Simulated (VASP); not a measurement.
These are r2SCAN meta-GGA, VASP's PBE PAW potentials (set 64) (plane waves; VASP) values and carry that method's errors.

A VASP calculation is set up with these files.

**INCAR**
```
! general
SYSTEM   =  GdN
PREC     =  Accurate
ENCUT    =  600
LREAL    =  F   ! projection in real space or not
LASPH    =  T   ! aspherical one-centre terms

! electronic loop
EDIFF    =  1E-7   ! SCF stop (eV)
NELM     =  100
ALGO     =  Normal
LMAXMIX  =  6
LMIXTAU  =  T

! smearing
ISMEAR   =  0
SIGMA    =  0.05   ! width (eV)

! functional
METAGGA  =  R2SCAN

! ions
IBRION   =  2
NSW      =  30
ISIF     =  2   ! forces and stress, cell fixed
EDIFFG   =  -0.01

! output
LWAVE    =  F
LCHARG   =  F
```

File KPOINTS:
```
Regular mesh
0
G
 8 8 8
0 0 0
```

File POSCAR:
```
GdN
1
    0.0000000000     2.4822767095     2.4326311753
    2.4326311753     0.0000000000     2.4326311753
    2.4326311753     2.4822767095     0.0000000000
Gd N
1 1
Direct
  0.0000000000   0.0000000000   0.0000000000
  0.5000000000   0.5000000000   0.5000000000
```

POTCAR, in this order: Gd_3 N (PBE.64 set). Program: vasp_std.

The run wrote:

File OUTCAR:
```
 ion  position               nearest neighbor table
   1  0.000  0.000  0.000-   2 2.43   2 2.43   2 2.43   2 2.43   2 2.48   2 2.48
   2  0.500  0.500  0.500-   1 2.43   1 2.43   1 2.43   1 2.43   1 2.48   1 2.48
  LATTYP: Found a body centered tetragonal cell.
 ALAT       =     3.4402600004
 C/A-ratio  =     1.4430750637
 Subroutine PRICEL returns:
 Original cell was already a primitive cell.
 Subroutine GETGRP returns: Found 16 space group operations
The static configuration has the point symmetry D_4h.
The dynamic configuration has the point symmetry D_4h.
 Subroutine INISYM returns: Found 16 space group operations
 Subroutine IBZKPT returns following result:
 Found     59 irreducible k-points:

 Following reciprocal coordinates:
            Coordinates               Weight
  0.000000  0.000000  0.000000      1.000000
  0.125000  0.000000  0.000000      8.000000
  0.250000  0.000000  0.000000      8.000000
  0.375000  0.000000 -0.000000      8.000000
  0.500000  0.000000  0.000000      4.000000
  0.125000  0.125000  0.000000      4.000000
  0.250000  0.125000  0.000000     16.000000
  0.375000  0.125000 -0.000000     16.000000
...
```

**OSZICAR**
```
       N       E                     dE             d eps       ncg     rms          rms(c)
DAV:   1     0.193097626052E+02    0.19310E+02   -0.77049E+03  1306   0.138E+03
DAV:   2    -0.448239516154E+02   -0.64134E+02   -0.58129E+02  1602   0.253E+02
DAV:   3    -0.487340410180E+02   -0.39101E+01   -0.37504E+01  1742   0.505E+01
DAV:   4    -0.487868074602E+02   -0.52766E-01   -0.52698E-01  1681   0.553E+00
DAV:   5    -0.487875987641E+02   -0.79130E-03   -0.79113E-03  1712   0.585E-01    0.326E+01
DAV:   6    -0.431831376719E+02    0.56045E+01   -0.14028E+01  1586   0.274E+01    0.255E+01
DAV:   7    -0.435259634688E+02   -0.34283E+00   -0.69591E-01  1456   0.847E+00    0.160E+01
DAV:   8    -0.434791432366E+02    0.46820E-01   -0.49981E-01  1391   0.909E+00    0.265E+00
DAV:   9    -0.435590842368E+02   -0.79941E-01   -0.24492E-01  1331   0.741E+00    0.194E+00
DAV:  10    -0.435576344311E+02    0.14498E-02   -0.72479E-02  1621   0.180E+00    0.339E-01
DAV:  11    -0.435447203598E+02    0.12914E-01   -0.78491E-03  1456   0.993E-01    0.971E-02
DAV:  12    -0.435556659955E+02   -0.10946E-01   -0.41196E-03  1454   0.783E-01    0.122E-01
DAV:  13    -0.435558109522E+02   -0.14496E-03   -0.10319E-03  1582   0.282E-01    0.236E-02
DAV:  14    -0.435558174361E+02   -0.64839E-05   -0.71638E-05  1406   0.112E-01    0.170E-02
DAV:  15    -0.435558148448E+02    0.25913E-05   -0.46106E-05  1622   0.487E-02    0.379E-02
DAV:  16    -0.435558364278E+02   -0.21583E-04   -0.12766E-04  1507   0.695E-02    0.672E-03
DAV:  17    -0.435558453782E+02   -0.89504E-05   -0.38392E-06  1530   0.196E-02    0.589E-03
DAV:  18    -0.435558435794E+02    0.17988E-05   -0.10997E-07  1037   0.400E-03    0.415E-03
DAV:  19    -0.435558467305E+02   -0.31511E-05   -0.87719E-07  1538   0.887E-03    0.105E-03
DAV:  20    -0.435558460448E+02    0.68571E-06   -0.95709E-08   783   0.255E-03    0.402E-04
DAV:  21    -0.435558463458E+02   -0.30106E-06   -0.11979E-08   742   0.135E-03    0.261E-04
DAV:  22    -0.435558462829E+02    0.62902E-07   -0.59170E-09   724   0.609E-04
   1 F= -.43555846E+02 E0= -.43555840E+02  d E =-.435558E+02
```

### OUTCAR
```
------------------------ aborting loop because EDIFF is reached ----------------------------------------
  FORCE on cell =-STRESS in cart. coord.  units (eV):
  Direction    XX          YY          ZZ          XY          YZ          ZX
  --------------------------------------------------------------------------------------
  Total        1.7688628      0.6375417      1.7688628     -0.0000000     -0.0000000      0.0000000
  in kB       96.4654964     34.7685421     96.4654964     -0.0000000     -0.0000000      0.0000000
  external PRESSURE =      75.8998450 kB  Pullay stress =       0.0000000 kB
  volume of cell :       29.38
      direct lattice vectors                 reciprocal lattice vectors
     0.000000000  2.482276709  2.432631175    -0.205538762  0.201427987  0.205538762
     2.432631175  0.000000000  2.432631175     0.205538762 -0.201427987  0.205538762
     2.432631175  2.482276709  0.000000000     0.205538762  0.201427987 -0.205538762
 POSITION                                       TOTAL-FORCE (eV/Angst)
 -----------------------------------------------------------------------------------
      0.00000      0.00000      0.00000         0.000000      0.000000      0.000000
      2.43263      2.48228      2.43263         0.000000     -0.000000      0.000000
 -----------------------------------------------------------------------------------
    total drift:                                0.000000      0.000000      0.000000
  FREE ENERGIE OF THE ION-ELECTRON SYSTEM (eV)
  ---------------------------------------------------
  free  energy   TOTEN  =       -43.5558462829 eV

  energy  without entropy=      -43.5558343551  energy(sigma->0) =      -43.55584032

 reached required accuracy - stopping structural energy minimisation
```
(Selected blocks of OUTCAR.)

The 4f electrons are frozen in the core of the lanthanide potential, so 4f levels, which can set the real gap, and their magnetism are missing.

The compound is GdN in the rock salt structure. This cell was strained or had an atom moved on purpose.
